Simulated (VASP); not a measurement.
**Ta3Cu: single point with PBE**

The system is Ta3Cu.

```
Ta Cu
1.0
    -2.00651    2.00651    4.20817
     2.00651   -2.00651    4.20817
     2.00651    2.00651   -4.20817
Ta Cu
3 1
Direct
  0.50000 0.50000 0.00000
  0.25000 0.75000 0.50000
  0.75000 0.25000 0.50000
  0.00000 0.00000 0.00000
```

The cell comes from a database or a generator and needn't be the stable form of this composition.

```yaml
Program: VASP 6.6.1
Task: single point
Functional: PBE
Potentials_or_basis: VASP PAW PBE potentials, release 54 (Ta_pv, Cu)
Cutoff: 520 eV
k_mesh: 9 × 9 × 9
Occupations: gaussian, width 0.02 eV
Spin: no spin polarisation
Further_INCAR_settings: ALGO = Normal; EDIFF = 1e-06; NBANDS = 30
```

- Pressure: 0.9 GPa
- Band gap on the k mesh: none (metal or under the smearing width)

Stress tensor (GPa, compression positive):
```
1.12 0.00 0.00
0.00 1.12 0.00
0.00 0.00 0.59
```

Levels at points of the mesh, in eV from the Fermi level:
| k point | band 18 | band 19 | band 20 | band 21 | band 22 | band 23 | band 24 | band 25 | band 26 | band 27 |
| --- | --- | --- | --- | --- | --- | --- | --- | --- | --- | --- |
| (0.00, 0.00, 0.00) | -1.90 | -1.64 | -1.64 | -0.19 | -0.19 | 0.04 | 1.99 | 2.24 | 2.46 | 2.74 |

It took 6.9 min on 1 thread of Intel(R) Xeon(R) Platinum 8488C (Sapphire Rapids), with other jobs on the host, peak memory 0.32 GiB.

Spin-orbit coupling is left out, which matters for the levels of Ta.
